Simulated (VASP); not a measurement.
These are PBEsol GGA, VASP's PBE PAW potentials (set 64) (plane waves; VASP) values and carry that method's errors.

Input for VASP

**POSCAR**
```
NiAl
1.0
  2.8628019755   0.0000000000   0.0000000000
  0.0000000000   2.8628019755   0.0000000000
  0.0000000000   0.0000000000   2.8628019755
Al Ni
1 1
Cartesian
  1.4314009878   1.4314009878   1.4314009878
  0.0000000000   0.0000000000   0.0000000000
```

KPOINTS:
```
Automatic mesh
0
Gamma
13 13 13
0 0 0
```

INCAR:
```
! general
SYSTEM  = NiAl
PREC    = Accurate
ENCUT   = 500
LREAL   = F
LASPH   = T

! electronic loop
EDIFF   = 1E-6
NELM    = 100
ALGO    = Normal
LMAXMIX = 4

! smearing
ISMEAR  = 1
SIGMA   = 0.1

! functional
GGA     = PS

! ions
IBRION  = 2
NSW     = 40
ISIF    = 3
EDIFFG  = -0.02

! output
LWAVE   = F
LCHARG  = F
```

POTCAR, in this order: Al Ni (PBE.64 set). Program: vasp_std.

Output

### OSZICAR
```
       N       E                     dE             d eps       ncg     rms          rms(c)
DAV:   1     0.397296408133E+02    0.39730E+02   -0.56450E+03  1698   0.135E+03
DAV:   2    -0.118957167046E+02   -0.51625E+02   -0.48977E+02  1696   0.206E+02
DAV:   3    -0.132054410377E+02   -0.13097E+01   -0.12962E+01  1972   0.428E+01
DAV:   4    -0.132268172242E+02   -0.21376E-01   -0.21368E-01  1962   0.498E+00
DAV:   5    -0.132274329368E+02   -0.61571E-03   -0.61570E-03  1880   0.862E-01    0.128E+01
DAV:   6    -0.151847063428E+02   -0.19573E+01   -0.64556E+01  1878   0.140E+02    0.161E+01
DAV:   7    -0.116162148219E+02    0.35685E+01   -0.17880E+01  1860   0.824E+01    0.116E+00
DAV:   8    -0.116064198012E+02    0.97950E-02   -0.44457E-01  2058   0.848E+00    0.102E+00
DAV:   9    -0.115916280730E+02    0.14792E-01   -0.51378E-02  1958   0.367E+00    0.207E-01
DAV:  10    -0.115911450826E+02    0.48299E-03   -0.15279E-03  1934   0.593E-01    0.869E-02
DAV:  11    -0.115911406814E+02    0.44012E-05   -0.54223E-05  2344   0.870E-02    0.286E-02
DAV:  12    -0.115911392809E+02    0.14004E-05   -0.50526E-06  1780   0.406E-02    0.361E-03
DAV:  13    -0.115911389492E+02    0.33178E-06   -0.17812E-07   864   0.440E-03
   1 F= -.11591139E+02 E0= -.11591204E+02  d E =-.115911E+02
```

**OUTCAR**
```
------------------------ aborting loop because EDIFF is reached ----------------------------------------
  FORCE on cell =-STRESS in cart. coord.  units (eV):
  Direction    XX          YY          ZZ          XY          YZ          ZX
  --------------------------------------------------------------------------------------
  Total       -0.0080668     -0.0080668     -0.0080668      0.0000000      0.0000000     -0.0000000
  in kB       -0.5508564     -0.5508564     -0.5508564      0.0000000      0.0000000     -0.0000000
  external PRESSURE =      -0.5508564 kB  Pullay stress =       0.0000000 kB
  volume of cell :       23.46
      direct lattice vectors                 reciprocal lattice vectors
     2.862801976  0.000000000  0.000000000     0.349308128  0.000000000  0.000000000
     0.000000000  2.862801976  0.000000000     0.000000000  0.349308128  0.000000000
     0.000000000  0.000000000  2.862801976     0.000000000  0.000000000  0.349308128
 POSITION                                       TOTAL-FORCE (eV/Angst)
 -----------------------------------------------------------------------------------
      1.43140      1.43140      1.43140         0.000000      0.000000      0.000000
      0.00000      0.00000      0.00000         0.000000      0.000000      0.000000
 -----------------------------------------------------------------------------------
    total drift:                               -0.000000      0.000000      0.000000
  FREE ENERGIE OF THE ION-ELECTRON SYSTEM (eV)
  ---------------------------------------------------
  free  energy   TOTEN  =       -11.5911389492 eV

  energy  without entropy=      -11.5913345826  energy(sigma->0) =      -11.59120416

 reached required accuracy - stopping structural energy minimisation
```
(Selected blocks of OUTCAR.)

The compound is NiAl in the CsCl type structure. It was relaxed first. The run is not spin-polarised, so no magnetic state was tried. The electron count is odd and the run is not spin-polarised, which forces a metal.
